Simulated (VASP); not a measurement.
Consider the following.

```yaml
crystal:
  lattice:
    - [1.59500, -2.76262, 0.00000]
    - [1.59500, 2.76262, 0.00000]
    - [0.00000, 0.00000, 5.19000]
  atoms:
    - { symbol: Ga, position: [0.66667, 0.33333, 0.50000] }
    - { symbol: Ga, position: [0.33333, 0.66667, 0.00000] }
    - { symbol: N, position: [0.66667, 0.33333, 0.87700] }
    - { symbol: N, position: [0.33333, 0.66667, 0.37700] }
```

These are G0W0 on PBE orbitals, VASP's PBE PAW potentials (set 64) (plane waves; VASP) values and carry that method's errors. Settings: PREC = Normal, 500 eV cut-off, 4×4×2 Γ-centred mesh, Gaussian smearing of 0.010 eV, potentials Ga_d_GW N_GW_new.

The mesh is coarse and the basis finite, so the quasiparticle values are not converged.

NBANDS = 320, ENCUTGW = 200 eV, NOMEGA = 64. The PBE levels (eV) that the step starts from are:

| state | KS energy | filling |
|---|---|---|
| k1 (0.00, 0.00, 0.00), band 15 | 4.75 | 2 |
| k1 (0.00, 0.00, 0.00), band 16 | 5.75 | 2 |
| k1 (0.00, 0.00, 0.00), band 17 | 5.78 | 2 |
| k1 (0.00, 0.00, 0.00), band 18 | 5.78 | 2 |
| k1 (0.00, 0.00, 0.00), band 19 | 7.69 | 0 |
| k1 (0.00, 0.00, 0.00), band 20 | 10.00 | 0 |
| k1 (0.00, 0.00, 0.00), band 21 | 14.98 | 0 |
| k1 (0.00, 0.00, 0.00), band 22 | 15.63 | 0 |
| k2 (0.25, 0.00, 0.00), band 15 | 2.91 | 2 |
| k2 (0.25, 0.00, 0.00), band 16 | 3.80 | 2 |
| k2 (0.25, 0.00, 0.00), band 17 | 5.08 | 2 |
| k2 (0.25, 0.00, 0.00), band 18 | 5.29 | 2 |
| k2 (0.25, 0.00, 0.00), band 19 | 10.06 | 0 |
| k2 (0.25, 0.00, 0.00), band 20 | 11.68 | 0 |
| k2 (0.25, 0.00, 0.00), band 21 | 13.15 | 0 |
| k2 (0.25, 0.00, 0.00), band 22 | 14.29 | 0 |
| k6 (0.25, 0.00, 0.50), band 15 | 3.71 | 2 |
| k6 (0.25, 0.00, 0.50), band 16 | 3.71 | 2 |
| k6 (0.25, 0.00, 0.50), band 17 | 4.49 | 2 |
| k6 (0.25, 0.00, 0.50), band 18 | 4.49 | 2 |
| k6 (0.25, 0.00, 0.50), band 19 | 11.01 | 0 |
| k6 (0.25, 0.00, 0.50), band 20 | 11.01 | 0 |
| k6 (0.25, 0.00, 0.50), band 21 | 13.40 | 0 |
| k6 (0.25, 0.00, 0.50), band 22 | 13.40 | 0 |

Give the quasiparticle energies and renormalisation factors Z.

```tsv
state	QP energy (eV)	Z
k1 (0.00, 0.00, 0.00), band 15	3.92	0.75
k1 (0.00, 0.00, 0.00), band 16	5.04	0.75
k1 (0.00, 0.00, 0.00), band 17	5.06	0.75
k1 (0.00, 0.00, 0.00), band 18	5.06	0.75
k1 (0.00, 0.00, 0.00), band 19	8.12	0.77
k1 (0.00, 0.00, 0.00), band 20	10.55	0.78
k1 (0.00, 0.00, 0.00), band 21	15.60	0.72
k1 (0.00, 0.00, 0.00), band 22	16.11	0.77
k2 (0.25, 0.00, 0.00), band 15	2.02	0.74
k2 (0.25, 0.00, 0.00), band 16	2.90	0.74
k2 (0.25, 0.00, 0.00), band 17	4.30	0.75
k2 (0.25, 0.00, 0.00), band 18	4.52	0.75
k2 (0.25, 0.00, 0.00), band 19	10.56	0.76
k2 (0.25, 0.00, 0.00), band 20	12.25	0.78
k2 (0.25, 0.00, 0.00), band 21	13.66	0.76
k2 (0.25, 0.00, 0.00), band 22	14.83	0.76
k6 (0.25, 0.00, 0.50), band 15	2.82	0.75
k6 (0.25, 0.00, 0.50), band 16	2.82	0.75
k6 (0.25, 0.00, 0.50), band 17	3.65	0.75
k6 (0.25, 0.00, 0.50), band 18	3.65	0.75
k6 (0.25, 0.00, 0.50), band 19	11.46	0.77
k6 (0.25, 0.00, 0.50), band 20	11.46	0.77
k6 (0.25, 0.00, 0.50), band 21	14.05	0.76
k6 (0.25, 0.00, 0.50), band 22	14.05	0.76
```
On the mesh the gap opens from 1.90 to 3.06 eV.

The compound is GaN in the wurtzite structure. The cell was not relaxed at this level. The k-mesh is coarse (spacing up to 0.61 per Å, 2π included), so the numbers may not be converged in it.
